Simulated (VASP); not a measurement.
Data:

```
CELL_PARAMETERS angstrom
      3.63032     0.00000     0.00000
      0.00000     3.63032     0.00000
      0.00000     0.00000    25.19263
ATOMIC_POSITIONS crystal
  Sr 0.00000 0.50000 0.34716
  Sr 0.50000 0.00000 0.44905
  Sr 0.00000 0.50000 0.55095
  Sr 0.50000 0.00000 0.65284
  O  0.00000 0.50000 0.44905
  O  0.50000 0.00000 0.34716
  O  0.00000 0.50000 0.65284
  O  0.50000 0.00000 0.55095
```

Method: PBEsol GGA, VASP's PBE PAW potentials (set 64) (plane waves; VASP 6.6.1). Numerical set-up: PREC = Normal, EDIFF = 1E-5, 450 eV cut-off, 6×6×1 Γ-centred mesh, Gaussian smearing of 0.050 eV, potentials Sr_sv O.

At this cut-off the stress carries a Pulay error, which pulls relaxed volumes low.

Q: The ions are relaxed. Which structure does the run end with?

A: 
```
CELL_PARAMETERS angstrom
      3.63032     0.00000     0.00000
      0.00000     3.63032     0.00000
      0.00000     0.00000    25.19263
ATOMIC_POSITIONS crystal
  Sr 0.00000 0.50000 0.34824
  Sr 0.50000 0.00000 0.44904
  Sr 0.00000 0.50000 0.55096
  Sr 0.50000 0.00000 0.65176
  O  0.00000 0.50000 0.44749
  O  0.50000 0.00000 0.35073
  O  0.00000 0.50000 0.64927
  O  0.50000 0.00000 0.55251
```

Q: How much energy does the relaxation gain?

A: The energy (σ→0) changes by -5.8 meV/atom, in 11 ionic steps.

```tsv
step	E(σ→0) (eV)	max force (eV/Å)	pressure (GPa)	volume (Å³)
1	-49.5839	0.419	-1.55	332.02
2	-49.6036	0.274	-1.54	332.02
3	-49.6161	0.262	-1.48	332.02
4	-49.6174	0.206	-1.51	332.02
5	-49.6258	0.132	-1.43	332.02
6	-49.6274	0.081	-1.39	332.02
7	-49.6274	0.076	-1.38	332.02
8	-49.6285	0.040	-1.33	332.02
9	-49.6289	0.051	-1.29	332.02
10	-49.6296	0.035	-1.27	332.02
11	-49.6306	0.019	-1.22	332.02
```

The cell is a thin slab with vacuum, built from SrO (rock salt): (100) face.
